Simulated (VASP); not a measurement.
Output of a VASP run:

File OSZICAR:
```
       N       E                     dE             d eps       ncg     rms          rms(c)
DAV:   1     0.407314981837E+02    0.40731E+02   -0.83301E+03   720   0.138E+03
DAV:   2    -0.321246038496E+02   -0.72856E+02   -0.67551E+02  1052   0.202E+02
DAV:   3    -0.353880727039E+02   -0.32635E+01   -0.32498E+01   952   0.431E+01
DAV:   4    -0.354247795663E+02   -0.36707E-01   -0.36679E-01   904   0.536E+00
DAV:   5    -0.354253875055E+02   -0.60794E-03   -0.60786E-03   944   0.671E-01    0.123E+01
DAV:   6    -0.319794848313E+02    0.34459E+01   -0.99087E+00   888   0.200E+01    0.561E+00
DAV:   7    -0.318538210577E+02    0.12566E+00   -0.88251E-01   920   0.623E+00    0.238E+00
DAV:   8    -0.318263153193E+02    0.27506E-01   -0.50396E-02   856   0.164E+00    0.505E-01
DAV:   9    -0.318241490140E+02    0.21663E-02   -0.60059E-03   896   0.568E-01    0.128E-01
DAV:  10    -0.318242575429E+02   -0.10853E-03   -0.43818E-04   868   0.157E-01    0.512E-02
DAV:  11    -0.318242570811E+02    0.46177E-06   -0.43091E-05   888   0.543E-02    0.108E-02
DAV:  12    -0.318242574454E+02   -0.36433E-06   -0.20281E-06   716   0.111E-02
   1 F= -.30531483E+02 E0= -.30531483E+02  d E =-.305315E+02
       N       E                     dE             d eps       ncg     rms          rms(c)
DAV:   1    -0.317839447977E+02    0.40312E-01   -0.10831E+00   836   0.962E+00    0.129E+00
DAV:   2    -0.317624980546E+02    0.21447E-01   -0.44084E-02   868   0.164E+00    0.628E-01
DAV:   3    -0.317572768590E+02    0.52212E-02   -0.10962E-02   860   0.734E-01    0.120E-01
DAV:   4    -0.317567288872E+02    0.54797E-03   -0.10635E-03   880   0.224E-01    0.516E-02
DAV:   5    -0.317566711265E+02    0.57761E-04   -0.83861E-05   852   0.668E-02    0.485E-02
DAV:   6    -0.317566698061E+02    0.13204E-05   -0.46709E-06   904   0.185E-02    0.152E-02
DAV:   7    -0.317566680456E+02    0.17605E-05   -0.33394E-06   796   0.117E-02    0.325E-03
DAV:   8    -0.317566679531E+02    0.92526E-07   -0.55399E-08   472   0.223E-03
   2 F= -.30525164E+02 E0= -.30525164E+02  d E =0.631919E-02
       N       E                     dE             d eps       ncg     rms          rms(c)
DAV:   1    -0.318188792616E+02   -0.62211E-01   -0.30979E-01   812   0.506E+00    0.689E-01
DAV:   2    -0.318125879111E+02    0.62914E-02   -0.11666E-02   864   0.860E-01    0.339E-01
DAV:   3    -0.318110401447E+02    0.15478E-02   -0.34166E-03   864   0.404E-01    0.651E-02
DAV:   4    -0.318108744589E+02    0.16569E-03   -0.38694E-04   876   0.133E-01    0.271E-02
DAV:   5    -0.318108522671E+02    0.22192E-04   -0.38225E-05   868   0.437E-02    0.252E-02
DAV:   6    -0.318108479215E+02    0.43457E-05   -0.16954E-06   588   0.115E-02    0.871E-03
DAV:   7    -0.318108481471E+02   -0.22559E-06   -0.14019E-06   468   0.796E-03
   3 F= -.30546469E+02 E0= -.30546469E+02  d E =-.149856E-01
```

### OUTCAR
```
------------------------ aborting loop because EDIFF is reached ----------------------------------------
  FORCE on cell =-STRESS in cart. coord.  units (eV):
  Direction    XX          YY          ZZ          XY          YZ          ZX
  --------------------------------------------------------------------------------------
  Total        1.2749943      1.2749941      1.2273268      0.0000000     -0.0000000      0.0000000
  in kB       50.4197608     50.4197516     48.5347480      0.0000000     -0.0000000      0.0000000
  external PRESSURE =      -0.2085799 kB  Pullay stress =      50.0000000 kB
  volume of cell :       40.52
      direct lattice vectors                 reciprocal lattice vectors
     1.527346472 -2.645441448  0.000000000     0.327365146 -0.189004372  0.000000000
     1.527346472  2.645441448 -0.000000000     0.327365146  0.189004372  0.000000000
     0.000000000  0.000000000  5.013630495     0.000000000  0.000000000  0.199456262
  FREE ENERGIE OF THE ION-ELECTRON SYSTEM (eV)
  ---------------------------------------------------
  free  energy   TOTEN  =       -31.8108481471 eV

  energy  without entropy=      -31.8108481471  energy(sigma->0) =      -31.81084815
  enthalpy is  TOTEN    =       -30.5464686041 eV   P V=        1.2643795429

 reached required accuracy - stopping structural energy minimisation
```
(Selected blocks of OUTCAR.)

POSCAR:
```
SiC
1
    1.5385284524    -2.6648092055     0.0000000000
    1.5385284524     2.6648092055     0.0000000000
    0.0000000000     0.0000000000     5.0519806083
Si C
2 2
Direct
  0.6666670000   0.3333330000   0.4996384767
  0.3333330000   0.6666670000   0.9996384767
  0.6666670000   0.3333330000   0.8753615233
  0.3333330000   0.6666670000   0.3753615233
```

Reconstruct the remaining input files.

This is not unique; one that fits is the input of the run itself, PBEsol GGA, plane waves, VASP's PBE PAW potentials (set 64).

### KPOINTS
```
K-points
0
Gamma
  8 8 5
```

**INCAR**
```
SYSTEM = SiC
PREC = Accurate
ENCUT = 620
EDIFF = 1E-6
NELM = 100
ALGO = Normal
LREAL = .FALSE.
LASPH = .TRUE.
ISMEAR = 0
SIGMA = 0.05
GGA = PS
LWAVE = .FALSE.
LCHARG = .FALSE.
IBRION = 2
ISIF = 3
NSW = 40
EDIFFG = -0.02
PSTRESS = 50
```

POTCAR, in this order: Si C (PBE.64 set). Program: vasp_std.

Energy and stress use the plane-wave basis of the starting cell.

The compound is SiC in the wurtzite structure, the rare 2H polytype. This run relaxes it under an external pressure of 5 GPa. Symmetry was kept, so distortions that lower it aren't found.
